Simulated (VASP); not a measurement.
All values below come from AM05 GGA, VASP's PBE PAW potentials (set 64) (plane waves; VASP).

VASP input:

### KPOINTS
```
K-points
0
G
 11 11 6
```

File POSCAR:
```
Dy
1.0
  1.7871424770  -3.0954213736   0.0000000000
  1.7871424770   3.0954213736   0.0000000000
  0.0000000000   0.0000000000   5.5109410543
Dy
2
Direct
  0.3333330000   0.6666670000   0.2500000000
  0.6666670000   0.3333330000   0.7500000000
```

**INCAR**
```
SYSTEM = Dy
PREC = Accurate
ENCUT = 520
EDIFF = 1E-6
NELM = 100
ALGO = Normal
LREAL = .FALSE.
LASPH = .TRUE.
ISMEAR = 1
SIGMA = 0.1
GGA = AM
LMAXMIX = 6
LWAVE = .FALSE.
LCHARG = .FALSE.
IBRION = 2
ISIF = 3
NSW = 60
EDIFFG = -0.01
```

POTCAR, in this order: Dy_3 (PBE.64 set). Program: vasp_std.

What VASP printed:

File OUTCAR:
```
 ion  position               nearest neighbor table
   1  0.333  0.667  0.250-   2 3.44   2 3.44   2 3.44   2 3.44   2 3.44   2 3.44
   2  0.667  0.333  0.750-   1 3.44   1 3.44   1 3.44   1 3.44   1 3.44   1 3.44
  LATTYP: Found a hexagonal cell.
 ALAT       =     3.5742847835
 C/A-ratio  =     1.5418304327
 Subroutine PRICEL returns:
 Original cell was already a primitive cell.
 Subroutine GETGRP returns: Found 24 space group operations
The static configuration has the point symmetry D_3d.
 The point group associated with its full space group is D_6h.
The dynamic configuration has the point symmetry D_3d.
 Subroutine INISYM returns: Found 24 space group operations
 Subroutine IBZKPT returns following result:
 Found     64 irreducible k-points:

 Following reciprocal coordinates:
            Coordinates               Weight
  0.000000  0.000000  0.000000      1.000000
  0.090909 -0.000000  0.000000      6.000000
  0.181818  0.000000  0.000000      6.000000
  0.272727  0.000000  0.000000      6.000000
  0.363636  0.000000  0.000000      6.000000
  0.454545  0.000000  0.000000      6.000000
  0.090909  0.090909  0.000000      6.000000
...
```

### OSZICAR
```
       N       E                     dE             d eps       ncg     rms          rms(c)
DAV:   1     0.513544753530E+02    0.51354E+02   -0.89050E+03  1664   0.126E+03
DAV:   2    -0.602410440906E+01   -0.57379E+02   -0.56099E+02  1664   0.317E+02
DAV:   3    -0.936149219180E+01   -0.33374E+01   -0.31169E+01  2301   0.415E+01
DAV:   4    -0.949130933886E+01   -0.12982E+00   -0.11499E+00  2168   0.862E+00
DAV:   5    -0.949507798809E+01   -0.37686E-02   -0.37664E-02  2337   0.112E+00    0.250E+01
DAV:   6    -0.948767581362E+01    0.74022E-02   -0.26065E-02  2522   0.146E+00    0.149E+01
DAV:   7    -0.949032678641E+01   -0.26510E-02   -0.47518E-02  2474   0.200E+00    0.232E-01
DAV:   8    -0.948989387061E+01    0.43292E-03   -0.24979E-03  2124   0.418E-01    0.703E-02
DAV:   9    -0.948988924300E+01    0.46276E-05   -0.22854E-04  2080   0.139E-01    0.305E-02
DAV:  10    -0.948988611322E+01    0.31298E-05   -0.23058E-05  2115   0.405E-02    0.252E-02
DAV:  11    -0.948988599547E+01    0.11775E-06   -0.12777E-06  1305   0.116E-02
   1 F= -.94898860E+01 E0= -.94905012E+01  d E =-.948989E+01
```

OUTCAR:
```
------------------------ aborting loop because EDIFF is reached ----------------------------------------
  FORCE on cell =-STRESS in cart. coord.  units (eV):
  Direction    XX          YY          ZZ          XY          YZ          ZX
  --------------------------------------------------------------------------------------
  Total       -0.0166184     -0.0166184      0.0077464      0.0000000     -0.0000000     -0.0000000
  in kB       -0.4366812     -0.4366811      0.2035530      0.0000000     -0.0000000     -0.0000000
  external PRESSURE =      -0.2232697 kB  Pullay stress =       0.0000000 kB
  volume of cell :       60.97
      direct lattice vectors                 reciprocal lattice vectors
     1.787142477 -3.095421374  0.000000000     0.279776239 -0.161528897  0.000000000
     1.787142477  3.095421374  0.000000000     0.279776239  0.161528897  0.000000000
     0.000000000  0.000000000  5.510941054     0.000000000  0.000000000  0.181457212
 POSITION                                       TOTAL-FORCE (eV/Angst)
 -----------------------------------------------------------------------------------
      1.78714      1.03181      1.37774        -0.000000     -0.000000      0.000000
      1.78714     -1.03181      4.13321         0.000000      0.000000      0.000000
 -----------------------------------------------------------------------------------
    total drift:                               -0.000003      0.000098     -0.000011
  FREE ENERGIE OF THE ION-ELECTRON SYSTEM (eV)
  ---------------------------------------------------
  free  energy   TOTEN  =        -9.4898859955 eV

  energy  without entropy=       -9.4917316002  energy(sigma->0) =       -9.49050120

 reached required accuracy - stopping structural energy minimisation
```
(Selected blocks of OUTCAR.)

The 4f electrons are frozen in the core of the lanthanide potential, so 4f levels, which can set the real gap, and their magnetism are missing.

The compound is Dy in the hcp structure. It was relaxed first. The start is the result of an earlier pass.
